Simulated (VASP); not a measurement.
WS:

```xyz
2
Lattice="3.4448 0.0000 0.0000 0.0000 3.4448 0.0000 0.0000 0.0000 3.4448" Properties=species:S:1:pos:R:3 pbc="T T T"
W     1.7224    1.7224    1.7224
S     0.0000    0.0000    0.0000
```

The cell was built by a generator and needn't be a form met in nature.

| Item | Value |
| --- | --- |
| Program | VASP 6.6.1 |
| Task | relaxation of cell and atoms |
| Functional | PBE |
| Potentials or basis | VASP PAW PBE potentials, release 64 (W_sv, S) |
| Cutoff | 600 eV |
| k mesh | 8 × 8 × 8 |
| Occupations | gaussian, width 0.05 eV |
| Spin | no spin polarisation |

At the start: pressure -35.6 GPa; volume 20.44 Å³/atom.

How do energy, volume and symmetry change on relaxing?

Over 5 steps the energy falls by 1147.4 meV/atom and the volume is 13.64 Å³/atom (-33.3 %); space group Pm-3m (No. 221, to 0.05 Å).

Step by step:
| step | energy change (eV) | largest force (eV/Å) | pressure (GPa) | volume (Å³) |
| --- | --- | --- | --- | --- |
| 1 | 0.0000 | 0.0000 | -35.57 | 40.88 |
| 2 | 0.8671 | 0.0000 | 177.43 | 19.48 |
| 3 | -2.2768 | 0.0000 | -6.75 | 28.11 |
| 4 | -2.2919 | 0.0000 | -2.79 | 27.61 |
| 5 | -2.2948 | 0.0000 | 0.07 | 27.28 |

Final structure:
```cif
data_structure
_symmetry_space_group_name_H-M 'P 1'
_symmetry_Int_Tables_number 1
_cell_length_a 3.0102
_cell_length_b 3.0102
_cell_length_c 3.0102
_cell_angle_alpha 90.000
_cell_angle_beta 90.000
_cell_angle_gamma 90.000
_cell_volume 27.28
loop_
_atom_site_label
_atom_site_type_symbol
_atom_site_fract_x
_atom_site_fract_y
_atom_site_fract_z
_atom_site_occupancy
W1 W 0.50000 0.50000 0.50000 1
S1 S 0.00000 0.00000 0.00000 1
```

Caveat: the volume moved by over 15 % at a fixed basis, so the end points are rough.
